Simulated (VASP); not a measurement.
All values below come from PBEsol GGA, VASP's PBE PAW potentials (set 64) (plane waves; VASP 6.6.1).

VASP ran on this input.

POSCAR:
```
TaGe
1
   -1.7215226054     1.7215226054     5.9005790485
    1.7215226054    -1.7215226054     5.9005790485
    1.7215226054     1.7215226054    -5.9005790485
Ta Ge
2 2
Direct
  0.7505642300   0.7505642300   0.0000000000
  0.5005642300   0.0005642300   0.5000000000
  0.1654357700   0.1654357700   0.0000000000
  0.9154357700   0.4154357700   0.5000000000
```

**INCAR**
```
! general
SYSTEM   =  TaGe
PREC     =  Accurate
ENCUT    =  400
LREAL    =  .FALSE.
LASPH    =  .TRUE.

! electronic loop
EDIFF    =  1E-7
NELM     =  100
ALGO     =  Normal
LMAXMIX  =  6

! smearing
ISMEAR   =  -5

! functional
GGA      =  PS

! ions
ISIF     =  2

! output
LWAVE    =  .FALSE.
LCHARG   =  .TRUE.
LORBIT   =  11
NEDOS    =  601

! other
LEFG     =  .TRUE.
```

KPOINTS:
```
Automatic mesh
0
Gamma
14 14 14
0 0 0
```

POTCAR, in this order: Ta_pv Ge_d (PBE.64 set). Program: vasp_std.

What VASP printed:

OSZICAR:
```
       N       E                     dE             d eps       ncg     rms          rms(c)
DAV:   1     0.437243841781E+03    0.43724E+03   -0.22897E+04 17380   0.349E+03
DAV:   2     0.219833292760E+02   -0.41526E+03   -0.40611E+03 14670   0.728E+02
DAV:   3    -0.347515130830E+02   -0.56735E+02   -0.55583E+02 16900   0.179E+02
DAV:   4    -0.372717858911E+02   -0.25203E+01   -0.24947E+01 18086   0.399E+01
DAV:   5    -0.373364296381E+02   -0.64644E-01   -0.64602E-01 17734   0.679E+00    0.205E+01
DAV:   6    -0.354083111968E+02    0.19281E+01   -0.63146E+00 18948   0.129E+01    0.821E+00
DAV:   7    -0.352603962955E+02    0.14791E+00   -0.67180E-01 19266   0.750E+00    0.227E+00
DAV:   8    -0.352410114041E+02    0.19385E-01   -0.41339E-02 18742   0.201E+00    0.315E-01
DAV:   9    -0.352400759364E+02    0.93547E-03   -0.49564E-03 19408   0.975E-01    0.988E-02
DAV:  10    -0.352400437340E+02    0.32202E-04   -0.46896E-04 19200   0.240E-01    0.328E-02
DAV:  11    -0.352400377127E+02    0.60213E-05   -0.61934E-05 19418   0.116E-01    0.573E-03
DAV:  12    -0.352400390113E+02   -0.12986E-05   -0.40657E-06 19168   0.214E-02    0.271E-03
DAV:  13    -0.352400393907E+02   -0.37938E-06   -0.33951E-07 15370   0.627E-03    0.754E-04
DAV:  14    -0.352400394664E+02   -0.75763E-07   -0.48146E-08 11022   0.264E-03
   1 F= -.35240039E+02 E0= -.35240039E+02  d E =0.000000E+00
```

### OUTCAR
```
------------------------ aborting loop because EDIFF is reached ----------------------------------------
  FORCE on cell =-STRESS in cart. coord.  units (eV):
  Direction    XX          YY          ZZ          XY          YZ          ZX
  --------------------------------------------------------------------------------------
  Total       -0.0801930     -0.0801930      0.0844208      0.0000000      0.0000000      0.0000000
  in kB       -1.8368216     -1.8368216      1.9336586      0.0000000      0.0000000      0.0000000
  external PRESSURE =      -0.5799948 kB  Pullay stress =       0.0000000 kB
  volume of cell :       69.95
      direct lattice vectors                 reciprocal lattice vectors
    -1.721522605  1.721522605  5.900579049     0.000000000  0.290440566  0.084737446
     1.721522605 -1.721522605  5.900579049     0.290440566  0.000000000  0.084737446
     1.721522605  1.721522605 -5.900579049     0.290440566  0.290440566  0.000000000
 POSITION                                       TOTAL-FORCE (eV/Angst)
 -----------------------------------------------------------------------------------
      0.00000      0.00000      8.85753        -0.000000     -0.000000     -0.010894
      0.00000      1.72152      0.00666         0.000000      0.000000     -0.010894
      0.00000      0.00000      1.95233        -0.000000     -0.000000      0.010894
     -0.00000      1.72152      4.90262        -0.000000     -0.000000      0.010894
 -----------------------------------------------------------------------------------
    total drift:                               -0.000005     -0.000005      0.001077
  FREE ENERGIE OF THE ION-ELECTRON SYSTEM (eV)
  ---------------------------------------------------
  free  energy   TOTEN  =       -35.2400394664 eV

  energy  without entropy=      -35.2400394664  energy(sigma->0) =      -35.24003947

 total charge

# of ion       s       p       d       tot
------------------------------------------
    1        0.297   6.160   2.373   8.829
    2        0.297   6.160   2.373   8.829
    3        1.136   1.417  10.059  12.612
    4        1.136   1.417  10.059  12.612
--------------------------------------------------
tot          2.866  15.153  24.863  42.883

 Electric field gradients after diagonalization (V/A^2)
 (convention: |V_zz| > |V_xx| > |V_yy|)
----------------------------------------------------------------------
 ion       V_xx      V_yy      V_zz     asymmetry (V_yy - V_xx)/ V_zz
----------------------------------------------------------------------
   1      33.855    25.883   -59.739       0.133
   2      33.855    25.883   -59.739       0.133
   3      27.793     4.531   -32.324       0.720
   4      27.793     4.531   -32.324       0.720
```
(Selected blocks of OUTCAR.)

For a metal the tetrahedron method with Blöchl corrections gives inexact stress and forces.

The structure was generated: TaGe was put into the NbAs type (I4_1md), which need not be its known phase. It was relaxed first.
